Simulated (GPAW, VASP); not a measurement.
This is a calculation of CoO for GPAW 26.7.0 (ASE script). 

File run.py:

```python
from ase.dft.bandgap import bandgap
from ase.io import read, write
from ase.units import GPa
from gpaw import GPAW, PW

atoms = read('POSCAR')
atoms.set_initial_magnetic_moments([2.0, 0.0])

calc = GPAW(mode=PW(800),
            xc='MGGA_X_R2SCAN+MGGA_C_R2SCAN',
            kpts={'size': (8, 8, 8), 'gamma': True},
            occupations={'name': 'methfessel-paxton', 'order': 0, 'width': 0.05},
            setups={'Co': ':d,3.0'},
            nbands=17,
            convergence={'density': 1e-05, 'energy': 1e-05},
            maxiter=150,
            txt='gpaw.txt')
atoms.calc = calc
energy = atoms.get_potential_energy()
forces = atoms.get_forces()
stress = atoms.get_stress()
calc.write('gs.gpw')
write('result.traj', atoms)
print(f'Energy: {energy:.6f} eV')
print('Forces (eV/A):')
print(forces.round(4))
print('Stress (GPa):', (stress / GPa).round(3))
print('Moments:', calc.get_magnetic_moments().round(3))
print('Fermi level:', round(calc.get_fermi_level(), 4), 'eV')
print(f'Gap: {bandgap(calc)[0]:.4f} eV, direct: {bandgap(calc, direct=True)[0]:.4f} eV')
```

The input POSCAR:

```
CoO
1.0
    0.0000000000      2.1315016600      2.1315016600
    2.1315016600      0.0000000000      2.1315016600
    2.1315016600      2.1315016600      0.0000000000
Co O
1 1
Direct
    0.0000000000      0.0000000000      0.0000000000
    0.5000000000      0.5000000000      0.5000000000
```

Potentials or basis: GPAW PAW data sets (gpaw-data 1.2.1), pw.

The run is started by

```console
$ OMP_NUM_THREADS=1 python run.py
```

Question: Set up the same calculation for VASP 6.6.1. Potentials or basis there: PBE PAW files Co, O, 520 eV.

Answer: As run (cutoffs and basis follow the program's own potentials, and thresholds, step limits or extra output files can differ):

INCAR

```
SYSTEM = CoO
  ALGO = Normal
  EDIFF = 1E-7
  ENCUT = 520
  ISIF = 2
  ISMEAR = 0
  ISPIN = 2
  LASPH = .TRUE.
  LCHARG = .FALSE.
  LDAU = .TRUE.
  LDAUJ = 0 0
  LDAUL = 2 -1
  LDAUPRINT = 1
  LDAUTYPE = 2
  LDAUU = 3 0
  LMAXMIX = 4
  LMIXTAU = .TRUE.
  LORBIT = 11
  LREAL = .FALSE.
  LWAVE = .FALSE.
  MAGMOM = 2 0
  METAGGA = R2SCAN
  NELM = 100
  PREC = Accurate
  SIGMA = 0.05
```

KPOINTS

```
k-points
0
G
  8 8 8
  0 0 0
```

Contents of POSCAR:

```
CoO
1.0
    0.0000000000      2.1315016600      2.1315016600
    2.1315016600      0.0000000000      2.1315016600
    2.1315016600      2.1315016600      0.0000000000
Co O
1 1
Direct
    0.0000000000      0.0000000000      0.0000000000
    0.5000000000      0.5000000000      0.5000000000
```

Potentials or basis: VASP PAW PBE potentials, release 64 (Co, O).

The run is started by

```sh
$ cat potpaw_PBE.64/Co/POTCAR potpaw_PBE.64/O/POTCAR > POTCAR
$ mpirun -np 1 vasp_std > vasp.out
```

Both were run:

|  | GPAW | VASP |
| --- | --- | --- |
| Pressure | -5.0 GPa | -7.6 GPa |
| Net moment | 3.00 μB per cell | 3.00 μB per cell |

GPAW's potentials were made for PBE. VASP's potentials were made for PBE.

The magnetic state is the one that the start led to; the real crystal's order can differ.

How U acts hangs on each program's projectors.

Pressure is positive in compression.
